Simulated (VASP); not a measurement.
An input for Ansatz (written as the equivalent of a VASP run, and not itself run):

Ansatz 0.2 input:
```yaml
crystal:
  lattice:
    - [6.2390760, 0.0000000, 0.0000000]
    - [0.0000000, 6.2390760, 0.0000000]
    - [0.0000000, 0.0000000, 6.2390760]
  atoms:
    - { symbol: Na, position: [0.7500000, 0.7500000, 0.7500000] }
    - { symbol: Na, position: [0.7500000, 0.2500000, 0.2500000] }
    - { symbol: Na, position: [0.2500000, 0.7500000, 0.2500000] }
    - { symbol: Na, position: [0.2500000, 0.2500000, 0.7500000] }
    - { symbol: S, position: [0.0000000, 0.0000000, 0.0000000] }
    - { symbol: S, position: [0.5000000, 0.5000000, 0.5000000] }
kpoints:
  mp_grid: { grid: [3, 3, 3] }
hamiltonian:
  xc: pbe
  pseudopotentials: { kind: paw }
scf:
  occupations: { method: fermi_dirac, width: 0.1 }
  max_iter: 100
relax:
  max_steps: 50
  f_tol: 0.01
  cell: {}
output: { forces: true, stress: true, eigenvalues: true }
```

Task: Translate this input to VASP (INCAR, KPOINTS, POSCAR, choice of POTCAR).

Result: One answer among several that fit: 
**INCAR**
```
# general
SYSTEM  =  Na2S
PREC    =  Accurate
ENCUT   =  300
LREAL   =  .FALSE.
LASPH   =  .TRUE.

# electronic loop
EDIFF   =  1E-6
NELM    =  100
ALGO    =  Normal

# smearing
ISMEAR  =  -1
SIGMA   =  0.1

# functional
GGA     =  PE

# ions
IBRION  =  2
NSW     =  50
ISIF    =  3
EDIFFG  =  -0.01

# output
LWAVE   =  .FALSE.
LCHARG  =  .FALSE.
```

File KPOINTS:
```
Automatic mesh
0
G
3 3 3
0 0 0
```

### POSCAR
```
Na2S
1.0
  6.2390760000   0.0000000000   0.0000000000
  0.0000000000   6.2390760000   0.0000000000
  0.0000000000   0.0000000000   6.2390760000
Na S
4 2
Cartesian
  4.6793070000   4.6793070000   4.6793070000
  4.6793070000   1.5597690000   1.5597690000
  1.5597690000   4.6793070000   1.5597690000
  1.5597690000   1.5597690000   4.6793070000
  0.0000000000   0.0000000000   0.0000000000
  3.1195380000   3.1195380000   3.1195380000
```

POTCAR, in this order: Na_pv S (PBE.64 set). Program: vasp_std.

What does not carry over: each code has its own PAW files, so the cut-off isn't converted (ENCUT is set for VASP's; basis.ecutwfc is left out, and Ansatz then takes the one that its files recommend); Ansatz stops its SCF on the density residual and VASP on the energy change (EDIFF).

The structure was generated: Na2S was put into an ordered model structure, which need not be its known phase. This run relaxes it. Symmetry was kept, so distortions that lower it aren't found. The run is one of a series of settings (EDIFFG = -0.01, IBRION = 2, ISIF = 3, NSW = 50 against the base run), some of them coarse on purpose.
